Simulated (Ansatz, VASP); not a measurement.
# GaN: VASP beside Ansatz, part 2 of 2

Aim: how closely do two programs agree when they are given the same cell, functional and k mesh? The cell is taken from a series of runs on this material, whose earlier steps may have relaxed, scaled, displaced or heated it; both programs get it as it stands.

VASP 6.6.1 and Ansatz 0.2.0.

So far: Set-up; VASP: G0W0 gap, PBE, DFT+U.

## 3. Ansatz: G0W0 gap, PBE, DFT+U

Level of this step: Ansatz beside VASP: Kohn-Sham DFT, plane waves, PBE, DFT+U (Ansatz).

Ansatz runs on its PAW soft_1 files.

The same cell, functional and mesh now go to Ansatz, which takes its cutoff from its data sets.

input.yaml

```yaml
crystal:
  lattice:
    - [3.19, 0.0, 0.0]
    - [-1.595, 2.7626210381, 0.0]
    - [0.0, 0.0, 5.189]
  atoms:
    - { symbol: Ga, position: [0.6666666667, 0.3333333333, 0.0] }
    - { symbol: Ga, position: [0.3333333333, 0.6666666667, 0.5] }
    - { symbol: "N", position: [0.6666666667, 0.3333333333, 0.375] }
    - { symbol: "N", position: [0.3333333333, 0.6666666667, 0.875] }
kpoints:
  mp_grid: { grid: [9, 9, 4] }
hamiltonian:
  xc: pbe
  hubbard:
    projectors: ortho-atomic
    sites: [{ species: Ga, l: d, u_eff: 3.0 }]
  pseudopotentials: { kind: paw, azcp: { folder: soft_1 } }
scf:
  occupations: { method: fixed }
gw:
  n_empty_bands: 190
  ecut_chi: 150.0
  qp_bands: [v2, c2]
  qp_kpoints: band_edges
  screening: { model: contour_deformation }
```

The run is started by

```console
$ ansatz run input.yaml --threads 4 --pin off --max-ram 138240MiB --backend cuda --events-out ev --progress --plain --runs-dir out --devices 1 --max-vram 26GiB
```

Numbers of over 12 decimals in the logs are rounded to 6 here.

The log of the run:

```text
GPUs: using 1 of 1 available (devices: 1).
Engine: ansatz 0.2.0, x86_64-unknown-linux-gnu
Pseudopotentials: kind: paw
Pseudopotential: Ga, paw, valence charge 13, recommended cutoff 420 eV (normal), soft_1/Ga.paw.azcp
Pseudopotential: N, paw, valence charge 5, recommended cutoff 420 eV (normal), soft_1/N.paw.azcp
Functional definition: PBE
  parameter kappa = 0.804
  parameter beta = 0.066725
  exchange = pbe_x(kappa = kappa, mu = beta*pi^2/3)
  correlation = pbe_c(beta = beta)
device memory: the entry about to start is reckoned to put 1.0 GiB on a device that reports 68.6 GiB free (of which the cap on the GPU budget leaves the run 26.0 GiB)
GPU FFT provider: cuFFT
GPU libraries: cuBLAS 13.8.2, cuFFT 12.4.0, cuSOLVER 12.3.4
Crystal: 4 atoms, lattice volume = 45.729 Å³
Basis set: ecut = 420 eV, 917 PW (Γ)
Bands: 22, of which v1, the nominal top of the filled ones, is band 18 counted from 1 (17 counted from 0)
Symmetry: 12 space group operations
Space group: P63mc (ITA 186), of the structure as read, at distance tolerance 3.6e-5 Å
k-points: 36 of 324 (time reversal used)
Non-local potential: Ga, projectors of the file, l = 0: 2, l = 1: 2, l = 2: 3, l = 3: 1
Non-local potential: N, projectors of the file, l = 0: 2, l = 1: 2, l = 2: 1
PAW form: soft (Blöchl's): semilocal exchange-correlation on the pseudo side does not see the compensation charge
PAW one-centre angular grid: Ga, 590 points (default); XC on 64 Gauss nodes
PAW one-centre angular grid: N, 110 points (default); XC on 64 Gauss nodes
Initial density: superposition of atomic densities (chi_scale 0.1, normalization cell, long waves of neutral atoms under a Hubbard term (reshape's long-wave potential 0.00 eV rms, cloud 1.93 Å wide))
Initial wavefunctions: pseudopotential atomic-orbital guess
GPU buffer pool allocated for 20736 grid points (all kernels)
GPU transforms: local potential and band sums: pruned to the plane-wave sphere, on 24×24×36
Functional: x = pbe(κ = 0.804, μ = 0.219515), c = pbe(β = 0.066725)
SCF iter   1: F=—  HF=-8337.173689 eV  |F-HF|=—  |Δ(HF+E_count)|=         —  Δρ=1.13e-1  dr2=5.11e0  ethr=3.10e-3  ⟨swp⟩=4.0  Hψ=2836  notcnv=0  defer=11
preconditioner: auto → Resta (q_TF=auto, 2.622 Å⁻¹)  ε∞=4.5  [insulator: Δε(μ)=2.749 eV  Ē_g=17.685 eV  n_scr=22 (ndim 8)  ℏωp=32.9 eV  f_vac=0.000  ε∞_Penn≈4.5]
SCF iter   2: F=—  HF=-8335.881915 eV  |F-HF|=—  |Δ(HF+E_count)|=    1.29e0  Δρ=4.69e-2  dr2=5.30e-1  ethr=3.10e-3  ⟨swp⟩=2.0  Hψ=1471  notcnv=0  defer=25
SCF iter   3: F=—  HF=-8335.798493 eV  |F-HF|=—  |Δ(HF+E_count)|=   8.34e-2  Δρ=1.86e-2  dr2=1.12e-1  ethr=1.47e-3  ⟨swp⟩=2.0  Hψ=1011  notcnv=0  defer=69
SCF iter   4: F=—  HF=-8335.784062 eV  |F-HF|=—  |Δ(HF+E_count)|=   1.44e-2  Δρ=3.04e-3  dr2=5.18e-3  ethr=3.12e-4  ⟨swp⟩=3.0  Hψ=1513  notcnv=0  defer=70
SCF iter   5: F=—  HF=-8335.783573 eV  |F-HF|=—  |Δ(HF+E_count)|=   4.89e-4  Δρ=2.68e-3  dr2=1.92e-3  ethr=1.44e-5  ⟨swp⟩=2.0  Hψ=1513  notcnv=0  defer=70
SCF iter   6: F=—  HF=-8335.784765 eV  |F-HF|=—  |Δ(HF+E_count)|=   1.19e-3  Δρ=7.73e-4  dr2=2.23e-4  ethr=5.35e-6  ⟨swp⟩=3.0  Hψ=1514  notcnv=0  defer=70
SCF iter   7: F=—  HF=-8335.784958 eV  |F-HF|=—  |Δ(HF+E_count)|=   1.93e-4  Δρ=1.50e-4  dr2=1.20e-5  ethr=6.19e-7  ⟨swp⟩=2.0  Hψ=1457  notcnv=0  defer=62
SCF iter   8: F=—  HF=-8335.784971 eV  |F-HF|=—  |Δ(HF+E_count)|=   1.32e-5  Δρ=2.12e-5  dr2=1.66e-7  ethr=3.32e-8  ⟨swp⟩=2.0  Hψ=1440  notcnv=0
SCF iter   9: F=-8335.784971 eV  HF=-8335.784971 eV  |F-HF|=2.94e-9  |Δ(HF+E_count)|=   2.90e-7  Δρ=2.59e-6  dr2=3.20e-9  ethr=2.78e-10  ⟨swp⟩=4.6  Hψ=2780  notcnv=0
SCF 1 converged in 9 iterations: F = -8335.784971 eV  dr2 = 3.20e-9
  greatest PAW one-centre occupation: 0.995 electrons in one spin orbital (limit 2), on the Ga atom at site 0 (counted from 0), in its partial waves of l = 2
device memory: the entry about to start is reckoned to put 1.2 GiB (of the 1.3 GiB reckoned in all, the device holds 0.1 GiB already) on a device that reports 68.1 GiB free (of which the cap on the GPU budget leaves the run 25.9 GiB)
NSCF: frozen V_eff on 36 k-points, pencils in batches of 32, up to order 88
the band table was solved once the SCF had ended and its energy, with any forces and stress, was formed, with the checks that follow a solve (2596 applications of the Hamiltonian). They found nothing against the state; the energy, forces and stress were not computed again (output.eigenvalues in the input reference)
device memory: the entry about to start is reckoned to put 4.9 GiB on a device that reports 68.2 GiB free (of which the cap on the GPU budget leaves the run 26.0 GiB)
NSCF: frozen V_eff on 36 k-points
G₀W₀ screening: q 1/36
[... further progress lines ...]
device memory: the entry about to start is reckoned to put 0.3 GiB on a device that reports 66.9 GiB free (of which the cap on the GPU budget leaves the run 26.0 GiB)
NSCF: frozen V_eff on 1 k-points
[...]
--- Band table (eV; the first three rows and the last of 36) ---
  k-point 0: bands = [... 14 lower, 8.6128, 9.5858, 9.6491, 9.6491, 11.5724, 13.9245, 18.8635, 19.5669]
  k-point 1: bands = [... 14 lower, 8.7578, 8.7578, 9.4906, 9.4906, 12.7675, 14.0290, 18.4762, 19.2435]
  k-point 2: bands = [... 14 lower, 9.1174, 9.1174, 9.1174, 9.1174, 13.9079, 13.9079, 18.1610, 18.1610]
  k-point 35: bands = [... 14 lower, 5.4934, 5.4934, 8.1725, 8.1725, 16.0961, 16.0961, 16.9719, 16.9719]
Occupation matrices written to <dir>
--- G₀W₀: contour deformation, 7 samples at zero and on the imaginary axis and 2 off it, 324 q-points, 190 empty bands' worth ---
  eigenvalues of the whole cell's RPA ε∞ on this k-mesh (on a slab, of 1 + 4πα/V) = 5.5754, 5.5754, 5.7721; static W/v taken at q = 0 is 0.176750
  bands read: the sum over 208 bands ends inside a degenerate multiplet in 1 slot, whose members it reads at an even weight; the widest, k=0: bands 208 to 209 (counted from 1) at 1/2 each
  gw.qp_kpoints: band_edges: 20 of 36 stored k-points solved, in 1 pass; an edge of the gap read off the rows below is read off those points alone
    valence top: of the k-points left out ik 7 came nearest to being solved in a further pass, in band 18 (counted from 1, as in the quasiparticle table): it holds the edge there only if its correction is more favourable than any solved in that band by at least 0.631 eV; those differ by 0.298 eV
    conduction bottom: of the k-points left out ik 16 came nearest to being solved in a further pass, in band 19 (counted from 1, as in the quasiparticle table): it holds the edge there only if its correction is more favourable than any solved in that band by at least 2.037 eV; those differ by 0.620 eV
    ik  band        ε_KS         Σx   Σc(E_QP)       V_xc       Z   E_QP_lin       E_QP  E_QP is
     0    17      9.6491   -23.5294     2.8878   -20.0384  0.7725     9.0417     9.0458  root
     0    18      9.6491   -23.5294     2.8878   -20.0384  0.7725     9.0417     9.0458  root
     0    19     11.5724   -11.6258    -3.6146   -15.7635  0.8082    12.0976    12.0955  root
     0    20     13.9245   -10.2022    -4.4188   -15.2679  0.8144    14.5755    14.5713  root
     1    17      9.4906   -23.4208     2.9497   -19.8447  0.7720     8.8596     8.8642  root
     1    18      9.4906   -23.4208     2.9497   -19.8447  0.7720     8.8596     8.8642  root
     1    19     12.7675   -12.2415    -3.6537   -16.4752  0.7987    13.3503    13.3474  root
     1    20     14.0290   -10.1927    -4.4444   -15.2960  0.8112    14.6924    14.6880  root
     2    17      9.1174   -23.1118     3.0501   -19.3898  0.7711     8.4399     8.4455  root
     2    18      9.1174   -23.1118     3.0501   -19.3898  0.7711     8.4399     8.4455  root
     2    19     13.9079   -10.9022    -4.3080   -15.8855  0.8003    14.5881    14.5832  root
     2    20     13.9079   -10.9022    -4.3080   -15.8855  0.8003    14.5881    14.5832  root
     3    17      9.4639   -23.3185     2.9325   -19.7598  0.7720     8.8330     8.8376  root
     3    18      9.5429   -23.4444     2.9301   -19.8961  0.7721     8.9203     8.9247  root
     3    19     12.4622   -12.3551    -3.5290   -16.4361  0.7999    13.0166    13.0141  root
     3    20     14.6364   -10.5215    -4.5278   -15.7625  0.8066    15.3554    15.3497  root
     4    17      9.1327   -23.0584     3.0174   -19.3698  0.7713     8.4558     8.4614  root
     4    18      9.3578   -23.2946     2.9865   -19.6647  0.7716     8.7094     8.7143  root
     4    19     13.2817   -12.0472    -3.8407   -16.5105  0.7955    13.9081    13.9043  root
     4    20     14.7150   -10.4965    -4.5679   -15.7882  0.8030    15.4448    15.4389  root
     5    17      8.9300   -22.9243     3.0889   -19.1415  0.7705     8.2300     8.2362  root
     5    18      8.9300   -22.9243     3.0889   -19.1415  0.7705     8.2300     8.2362  root
     5    19     14.4419   -11.0456    -4.4344   -16.1990  0.7933    15.1671    15.1610  root
     5    20     14.4419   -11.0456    -4.4344   -16.1990  0.7933    15.1671    15.1610  root
[...]
33    17      6.6613   -21.2121     3.5719   -16.7480  0.7569     5.7539     5.7691  root
    33    18      6.9717   -21.5044     3.5574   -17.0460  0.7595     6.0558     6.0709  root
    33    19     14.8051    -7.3708    -4.1839   -11.7757  0.8243    15.0265    15.0260  root
    33    20     17.4645   -11.2793    -5.5594   -17.9071  0.7679    18.5552    18.5330  root
    35    17      8.1725   -22.1371     3.2421   -18.1426  0.7667     7.4122     7.4201  root
    35    18      8.1725   -22.1371     3.2421   -18.1426  0.7667     7.4122     7.4201  root
    35    19     16.0961    -9.4978    -4.7985   -14.9432  0.8078    16.7484    16.7429  root
    35    20     16.0961    -9.4978    -4.7985   -14.9432  0.8078    16.7484    16.7429  root
```

## 4. Differences

Known differences besides the potentials themselves: U acts on the PAW sphere in VASP and on atomic orbitals in Ansatz, so only states and trends compare; fixed occupations in Ansatz, narrow Gaussian smearing in VASP; the cutoff is 420 eV in Ansatz and 450 eV in VASP; Ansatz integrates over frequency by contour deformation, VASP on a grid of NOMEGA points; Ansatz's G0W0 levels solve the quasiparticle equation, VASP's are linearised. Total energies have different zeros and are not compared.

The two programs side by side:

| quantity | Ansatz | VASP | difference |
| --- | --- | --- | --- |
| G0W0 gap on the mesh (eV) | 3.05 | 3.14 | -0.09 |
| Kohn-Sham gap under it (eV) | 1.92 | 2.11 | -0.19 |

## 5. Outcome

```
difference in G0W0 gap on the mesh (G0W0 gap, PBE, DFT+U) : -0.089 eV
```

**Reading.** The difference in G0W0 gap on the mesh is -0.089 eV (G0W0 gap, PBE, DFT+U). How closely two codes agree says nothing of how well the functional describes the real material.

[Lines on the potential files, build, host, timing and source positions are cut from VASP's logs without a mark.]

[Logs are printed without paths, hosts, clocks, repeated set-up lines and the standing remarks that a program may print on its own settings, such as how far it seeks lower states.]

[Hosts, paths, dates, database ids (printed as entryN), source tags and the programs' standing remarks are cut or masked in the printed files.]
